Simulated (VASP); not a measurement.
Here is the system:

```
CELL_PARAMETERS angstrom
     -0.03920     6.33090     6.34079
      6.33090    -0.03920     6.34079
      3.14585     3.14585     0.00000
ATOMIC_POSITIONS crystal
  Sn 0.99752 0.99752 0.00497
  Sn 0.12748 0.12748 0.24503
  Sn 0.98414 0.50606 0.00981
  Sn 0.14086 0.61894 0.24019
  Sn 0.50606 0.98414 0.00981
  Sn 0.61894 0.14086 0.24019
  Ge 0.50821 0.50821 0.98359
  Ge 0.61679 0.61679 0.26641
```

The numbers are results of PBEsol GGA, VASP's PBE PAW potentials (set 64) (plane waves; VASP 6.6.1), not measurements. Run with 400 eV cut-off, Gaussian smearing of 0.050 eV, potentials Sn_d Ge_d.

Task: Give the energies of bands 50 to 63 at the high-symmetry points, in eV from the Fermi level.

Result: 
```tsv
band	Γ	Y	C0	Z	A0	T	S	R
50	-1.52	-2.94	-2.43	-3.26	-2.65	-2.59	-2.94	-3.15
51	-1.30	-2.15	-2.19	-3.12	-2.52	-2.43	-2.30	-2.87
52	-1.22	-1.74	-1.76	-3.12	-2.52	-2.43	-1.59	-2.87
53	-1.15	-1.53	-1.73	-2.91	-2.04	-1.13	-0.95	-2.14
54	-0.69	-1.25	-1.30	-2.91	-2.04	-1.13	-0.63	-2.14
55	0.12	-1.01	-1.18	-1.21	-1.21	-1.02	-0.46	-1.67
56	0.22	-0.79	-0.41	-1.21	-1.21	-1.02	-0.34	-1.67
57	0.25	0.45	0.46	1.49	0.58	-0.22	-0.25	0.92
58	0.36	0.96	1.59	1.49	0.58	-0.22	1.02	0.92
59	0.37	1.36	1.78	3.26	1.04	0.73	1.16	1.59
60	0.69	2.09	1.92	3.26	1.04	0.73	1.69	1.59
61	0.91	2.31	2.16	3.38	1.38	0.90	2.98	3.06
62	2.24	2.43	2.52	3.38	1.38	0.90	3.05	3.06
63	2.33	3.91	3.31	3.72	3.19	3.32	3.16	3.73
```

It has no gap at this level: it comes out as a metal or semimetal.

The structure was generated: Sn6Ge2 was put into an ordered model structure (Cmcm), which need not be its known phase. It was relaxed first.
